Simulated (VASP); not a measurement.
Computed with TPSS meta-GGA, VASP's PBE PAW potentials (set 64) (plane waves; VASP 6.6.1).

VASP ran on this input.

File POSCAR:
```
Dy
1
    1.8345341454    -3.1775061430     0.0000000000
    1.8345341454     3.1775061430     0.0000000000
    0.0000000000     0.0000000000     5.6515295444
Dy
2
Direct
  0.3333330000   0.6666670000   0.2500000000
  0.6666670000   0.3333330000   0.7500000000
```

**INCAR**
```
SYSTEM = Dy
PREC = Accurate
ENCUT = 520
EDIFF = 1E-7
NELM = 100
ALGO = Normal
LREAL = .FALSE.
LASPH = .TRUE.
ISMEAR = 1
SIGMA = 0.1
METAGGA = TPSS
LMIXTAU = .TRUE.
LMAXMIX = 6
LWAVE = .FALSE.
LCHARG = .FALSE.
ISIF = 4
IBRION = 2
NSW = 30
EDIFFG = -0.01
```

### KPOINTS
```
Automatic mesh
0
Gamma
12 12 7
0 0 0
```

POTCAR, in this order: Dy_3 (PBE.64 set). Program: vasp_std.

Output of the run:

File OSZICAR:
```
       N       E                     dE             d eps       ncg     rms          rms(c)
DAV:   1     0.661996887874E+02    0.66200E+02   -0.10522E+04  1976   0.156E+03
DAV:   2    -0.736766969691E+01   -0.73567E+02   -0.72364E+02  1981   0.396E+02
DAV:   3    -0.116934082599E+02   -0.43257E+01   -0.40597E+01  2839   0.528E+01
DAV:   4    -0.118699873308E+02   -0.17658E+00   -0.17148E+00  2667   0.104E+01
DAV:   5    -0.118757201350E+02   -0.57328E-02   -0.55989E-02  3012   0.163E+00    0.277E+01
DAV:   6     0.445367354830E+02    0.56412E+02   -0.48621E+03  2005   0.426E+04    0.184E+01
DAV:   7     0.478428070870E+03    0.43389E+03   -0.10856E+02  2037   0.634E+03    0.561E+00
DAV:   8    -0.164361750208E+02   -0.49486E+03   -0.12710E+01  1976   0.459E+01    0.440E+00
DAV:   9    -0.164751329204E+02   -0.38958E-01   -0.74346E-02  2576   0.312E+00    0.441E+00
DAV:  10    -0.164644308086E+02    0.10702E-01   -0.15253E-03  2676   0.410E-01    0.437E+00
DAV:  11    -0.164757804811E+02   -0.11350E-01   -0.41347E-03  2381   0.541E-01    0.536E+00
DAV:  12    -0.164365070652E+02    0.39273E-01   -0.13005E-01  2066   0.304E+00    0.113E+00
DAV:  13    -0.164547813170E+02   -0.18274E-01   -0.18895E-02  2873   0.138E+00    0.113E+00
DAV:  14    -0.164536790593E+02    0.11023E-02   -0.77330E-04  2381   0.229E-01    0.138E+00
DAV:  15    -0.164568591789E+02   -0.31801E-02   -0.50052E-03  2056   0.695E-01    0.271E-01
DAV:  16    -0.164578045373E+02   -0.94536E-03   -0.28194E-03  2491   0.465E-01    0.273E-01
DAV:  17    -0.164583268025E+02   -0.52227E-03   -0.31585E-04  2101   0.184E-01    0.206E-01
DAV:  18    -0.164584712647E+02   -0.14446E-03   -0.22418E-04  2478   0.146E-01    0.182E-01
DAV:  19    -0.164583902862E+02    0.80979E-04   -0.17482E-04  2336   0.104E-01    0.165E-02
DAV:  20    -0.164584146023E+02   -0.24316E-04   -0.20944E-05  2292   0.446E-02    0.631E-03
DAV:  21    -0.164584131532E+02    0.14490E-05   -0.15004E-06  2336   0.126E-02    0.537E-03
DAV:  22    -0.164584144718E+02   -0.13185E-05   -0.75679E-07  2146   0.874E-03    0.331E-03
DAV:  23    -0.164584143795E+02    0.92250E-07   -0.29783E-07  2331   0.468E-03
   1 F= -.16458414E+02 E0= -.16457313E+02  d E =-.164584E+02
       N       E                     dE             d eps       ncg     rms          rms(c)
DAV:   1    -0.164603278267E+02   -0.19134E-02   -0.73533E-02  1976   0.206E+00    0.177E-01
DAV:   2    -0.164593877883E+02    0.94004E-03   -0.15342E-03  2576   0.414E-01    0.105E-01
DAV:   3    -0.164590977249E+02    0.29006E-03   -0.47887E-04  2394   0.191E-01    0.660E-02
DAV:   4    -0.164590503865E+02    0.47338E-04   -0.11910E-04  2500   0.921E-02    0.200E-02
DAV:   5    -0.164590819925E+02   -0.31606E-04   -0.60476E-05  2036   0.861E-02    0.133E-02
DAV:   6    -0.164590910996E+02   -0.91071E-05   -0.62957E-06  2156   0.221E-02    0.347E-03
DAV:   7    -0.164590897064E+02    0.13932E-05   -0.18710E-06  2251   0.976E-03    0.361E-03
DAV:   8    -0.164590914593E+02   -0.17529E-05   -0.53927E-07  2156   0.585E-03    0.761E-04
DAV:   9    -0.164590914943E+02   -0.34912E-07   -0.26892E-08  1173   0.176E-03
   2 F= -.16459091E+02 E0= -.16458088E+02  d E =-.677115E-03
       N       E                     dE             d eps       ncg     rms          rms(c)
DAV:   1    -0.164605853233E+02   -0.14939E-02   -0.75053E-02  1976   0.208E+00    0.179E-01
DAV:   2    -0.164596099720E+02    0.97535E-03   -0.15739E-03  2566   0.419E-01    0.107E-01
DAV:   3    -0.164593100877E+02    0.29988E-03   -0.49380E-04  2394   0.194E-01    0.676E-02
DAV:   4    -0.164592609823E+02    0.49105E-04   -0.12320E-04  2500   0.933E-02    0.203E-02
DAV:   5    -0.164592929715E+02   -0.31989E-04   -0.63226E-05  1996   0.884E-02    0.134E-02
DAV:   6    -0.164593028114E+02   -0.98399E-05   -0.73824E-06  2081   0.242E-02    0.403E-03
DAV:   7    -0.164593017564E+02    0.10550E-05   -0.21386E-06  2221   0.106E-02    0.356E-03
DAV:   8    -0.164593035271E+02   -0.17707E-05   -0.56782E-07  2121   0.601E-03    0.587E-04
DAV:   9    -0.164593035274E+02   -0.29604E-09   -0.19206E-08  1183   0.153E-03
   3 F= -.16459304E+02 E0= -.16458439E+02  d E =-.889148E-03
```

File OUTCAR:
```
------------------------ aborting loop because EDIFF is reached ----------------------------------------
  FORCE on cell =-STRESS in cart. coord.  units (eV):
  Direction    XX          YY          ZZ          XY          YZ          ZX
  --------------------------------------------------------------------------------------
  Total       -0.8972261     -0.8972259     -0.9031737      0.0000000      0.0000000      0.0000000
  in kB      -21.8174637    -21.8174611    -21.9620901      0.0000000      0.0000000      0.0000000
  external PRESSURE =     -21.8656716 kB  Pullay stress =       0.0000000 kB
  volume of cell :       65.89
      direct lattice vectors                 reciprocal lattice vectors
     1.827505702 -3.165332542  0.000000000     0.273596958 -0.157961286 -0.000000000
     1.827505702  3.165332542 -0.000000000     0.273596958  0.157961286 -0.000000000
     0.000000000  0.000000000  5.695083780     0.000000000  0.000000000  0.175590042
 POSITION                                       TOTAL-FORCE (eV/Angst)
 -----------------------------------------------------------------------------------
      1.82751      1.05511      1.42377        -0.000000     -0.000000      0.000000
      1.82751     -1.05511      4.27131         0.000000      0.000000      0.000000
 -----------------------------------------------------------------------------------
    total drift:                                0.000005      0.000105     -0.000011
  FREE ENERGIE OF THE ION-ELECTRON SYSTEM (eV)
  ---------------------------------------------------
  free  energy   TOTEN  =       -16.4593035274 eV

  energy  without entropy=      -16.4567093968  energy(sigma->0) =      -16.45843882

 reached required accuracy - stopping structural energy minimisation
```
(Selected blocks of OUTCAR.)

File CONTCAR:
```
Dy
   1.00000000000000
     1.8275057019067402   -3.1653325418271550    0.0000000000000000
     1.8275057019067402    3.1653325418271550   -0.0000000000000000
     0.0000000000000000    0.0000000000000000    5.6950837802445076
  Dy
     2
Direct
     0.3333330000000032    0.6666669999999968    0.2500000000000000
     0.6666669999999968    0.3333330000000032    0.7500000000000000
```

The 4f electrons are frozen in the core of the lanthanide potential, so 4f levels, which can set the real gap, and their magnetism are missing.

The compound is Dy in the hcp structure. This cell is one point of a volume scan, at 1.06 of the reference volume. Symmetry was kept, so distortions that lower it aren't found.
